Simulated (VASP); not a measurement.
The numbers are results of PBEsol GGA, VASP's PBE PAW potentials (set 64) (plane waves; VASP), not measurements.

VASP input:

**INCAR**
```
# general
SYSTEM  = KI
PREC    = Accurate
ENCUT   = 480
LREAL   = .FALSE.
LASPH   = .TRUE.

# electronic loop
EDIFF   = 1E-7
NELM    = 100
ALGO    = Normal
LMAXMIX = 4

# smearing
ISMEAR  = 0
SIGMA   = 0.05

# functional
GGA     = PS

# ions
IBRION  = 2
NSW     = 40
ISIF    = 3
EDIFFG  = -0.01
PSTRESS = 20

# output
LWAVE   = .FALSE.
LCHARG  = .FALSE.
```

File POSCAR:
```
KI
1
    0.0000000000     3.3677912913     3.3677912913
    3.3677912913     0.0000000000     3.3677912913
    3.3677912913     3.3677912913    -0.0000000000
K I
1 1
Direct
  1.0000000000   0.0000000000   1.0000000000
  0.5000000000   0.5000000000   0.5000000000
```

File KPOINTS:
```
K-points
0
G
  6 6 6
```

POTCAR, in this order: K_sv I (PBE.64 set). Program: vasp_std.

The resulting files:

OSZICAR:
```
       N       E                     dE             d eps       ncg     rms          rms(c)
DAV:   1     0.856747910488E+02    0.85675E+02   -0.64399E+03   384   0.108E+03
DAV:   2    -0.597346217062E+00   -0.86272E+02   -0.81461E+02   448   0.247E+02
DAV:   3    -0.557547194844E+01   -0.49781E+01   -0.49575E+01   496   0.541E+01
DAV:   4    -0.582896404783E+01   -0.25349E+00   -0.25323E+00   692   0.109E+01
DAV:   5    -0.583090245044E+01   -0.19384E-02   -0.19383E-02   488   0.908E-01    0.406E+00
DAV:   6    -0.576323050336E+01    0.67672E-01   -0.93523E-02   460   0.237E+00    0.283E+00
DAV:   7    -0.575841988742E+01    0.48106E-02   -0.11989E-01   464   0.238E+00    0.871E-01
DAV:   8    -0.576031242061E+01   -0.18925E-02   -0.17490E-02   476   0.116E+00    0.230E-01
DAV:   9    -0.576027008292E+01    0.42338E-04   -0.57776E-04   500   0.182E-01    0.832E-02
DAV:  10    -0.576046632331E+01   -0.19624E-03   -0.30194E-04   468   0.109E-01    0.932E-02
DAV:  11    -0.576046560872E+01    0.71458E-06   -0.51156E-05   480   0.500E-02    0.109E-02
DAV:  12    -0.576046520875E+01    0.39997E-06   -0.27282E-06   496   0.181E-02    0.605E-03
DAV:  13    -0.576046617532E+01   -0.96657E-06   -0.10236E-06   444   0.828E-03    0.395E-03
DAV:  14    -0.576046603169E+01    0.14363E-06   -0.13896E-07   468   0.344E-03    0.599E-04
DAV:  15    -0.576046601241E+01    0.19275E-07   -0.94404E-09   304   0.940E-04
   1 F= -.48068250E+01 E0= -.48068250E+01  d E =-.480683E+01
```

OUTCAR:
```
------------------------ aborting loop because EDIFF is reached ----------------------------------------
  FORCE on cell =-STRESS in cart. coord.  units (eV):
  Direction    XX          YY          ZZ          XY          YZ          ZX
  --------------------------------------------------------------------------------------
  Total        0.9578104      0.9578104      0.9578104     -0.0000000     -0.0000000      0.0000000
  in kB       20.0874424     20.0874424     20.0874424     -0.0000000     -0.0000000      0.0000000
  external PRESSURE =       0.0874424 kB  Pullay stress =      20.0000000 kB
  volume of cell :       76.40
      direct lattice vectors                 reciprocal lattice vectors
     0.000000000  3.367791291  3.367791291    -0.148465257  0.148465257  0.148465257
     3.367791291  0.000000000  3.367791291     0.148465257 -0.148465257  0.148465257
     3.367791291  3.367791291  0.000000000     0.148465257  0.148465257 -0.148465257
  FREE ENERGIE OF THE ION-ELECTRON SYSTEM (eV)
  ---------------------------------------------------
  free  energy   TOTEN  =        -5.7604660124 eV

  energy  without entropy=       -5.7604660124  energy(sigma->0) =       -5.76046601
  enthalpy is  TOTEN    =        -4.8068250054 eV   P V=        0.9536410070

 reached required accuracy - stopping structural energy minimisation
```
(Selected blocks of OUTCAR.)

The compound is KI in the rock salt structure. It was relaxed first under an external pressure of 2 GPa.
